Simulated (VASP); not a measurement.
Input:

```
CdF2
1.0
    0.00000     2.74637     2.74637
    2.74637     0.00000     2.74637
    2.74637     2.74637     0.00000
Cd F
1 2
Direct
  0.00000   0.00000   0.00000
  0.25000   0.25000   0.25000
  0.75000   0.75000   0.75000
```

Computed with PBE GGA, VASP's PBE PAW potentials (set 64) (plane waves; VASP 6.6.1). Settings: 520 eV cut-off, 7×7×7 Γ-centred mesh, Gaussian smearing of 0.010 eV, potentials Cd F.

Q: Give the electronic dielectric tensor ε∞ (DFPT, local fields included).

A: 
```
2.82  0.00  0.00
0.00  2.82  0.00
0.00  0.00  2.82
```

Q: Give the Born effective charges.

A: 
| atom | Z*xx | Z*yy | Z*zz | mean |
|---|---|---|---|---|
| Cd1 | 2.45 | 2.45 | 2.45 | 2.45 |
| F2 | -1.23 | -1.23 | -1.23 | -1.23 |
| F3 | -1.23 | -1.23 | -1.23 | -1.23 |

Q: And the static tensor with the ions free?

A: 
```
9.06  0.00  0.00
0.00  9.06  0.00
0.00  0.00  9.06
```

Q: Which frequencies do the optical Γ-point modes have (no LO-TO splitting)?

A: 201 (×3), 287 (×3) cm⁻¹.

The compound is CdF2 in the fluorite structure. It was relaxed first, which changed the volume by +6 %.
